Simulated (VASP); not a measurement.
Consider the following.

```
CELL_PARAMETERS angstrom
      3.36025     0.00000     0.00000
      0.00000     3.36025     0.00000
      0.00000     0.00000     3.36025
ATOMIC_POSITIONS crystal
  Al 0.00000 0.00000 0.00000
  Ni 0.00000 0.50000 0.50000
  Ni 0.50000 0.00000 0.50000
  Ni 0.50000 0.50000 0.00000
```
Starting moments (μB, in the order of the record's atoms Al Ni Ni Ni): 0.0 0.2 0.2 0.2.

These are LDA (Ceperley-Alder, Perdew-Zunger), VASP's LDA PAW potentials (set 64) (plane waves; VASP 6.6.1) values and carry that method's errors. Numerical set-up: 500 eV cut-off, 9×9×9 Γ-centred mesh, first-order Methfessel-Paxton smearing of 0.10 eV, potentials Al Ni.

**Question.** Predict the cell moment, energy per atom (σ→0), pressure, band gap (on the k-mesh) with the smallest direct gap where there is one.

**Answer.** 
- band gap (on the k-mesh): none (metal, semimetal or under 0.01 eV)
- cell moment: 0.00 μB
- energy per atom (σ→0): -6.368 eV/atom
- pressure: 29.98 GPa

Total energies compare only between runs with the same potentials, cut-off and functional.

The compound is Ni3Al in the L1_2 structure. It was relaxed first under an external pressure of 30 GPa.
